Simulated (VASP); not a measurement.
Energy against volume of MgS (rock salt). Computed with MS2 meta-GGA, VASP's PBE PAW potentials (set 64) (plane waves; VASP). Numerical set-up: 520 eV cut-off, 9×9×9 Γ-centred mesh, Gaussian smearing of 0.050 eV, potentials Mg S.

```tsv
V (Å³/atom)	E (eV/atom)
16.844	-8.47335
17.365	-8.47770
17.886	-8.47401
18.407	-8.46338
```

### Question
Fit these four points and predict the energy of the run at 16.323 Å³/atom.

### Answer
A cubic in V^(−2/3), the third-order Birch-Murnaghan form, passes through the four points with V0 = 17.37 Å³/atom and B0 = 82 GPa, and gives -8.4597 eV/atom there. The run gave -8.4596 eV/atom, +0.1 meV/atom from the fit; all five points give B0 = 82 GPa.

The compound is MgS in the rock salt structure. It was relaxed first.
